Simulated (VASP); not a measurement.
Input:

```
BaF2
1.0
    0.00000     3.07500     3.07500
    3.07500     0.00000     3.07500
    3.07500     3.07500     0.00000
Ba F
1 2
Direct
  0.00000   0.00000   0.00000
  0.25000   0.25000   0.25000
  0.75000   0.75000   0.75000
```

Method: PW91 GGA, VASP's PBE PAW potentials (set 64) (plane waves; VASP). Numerical set-up: 520 eV cut-off, 6×6×6 Γ-centred mesh, Gaussian smearing of 0.050 eV, potentials Ba_sv F.

Problem. What does the run give for the energy per atom (σ→0), pressure?

Solution. 
- energy per atom (σ→0): -555.6 kJ/mol of atoms
- pressure: 3.75 GPa

The absolute energy has meaning only against runs of the same code, potentials and settings.

The compound is BaF2 in the fluorite structure. This cell is one point of a volume scan, at 0.94 of the reference volume.
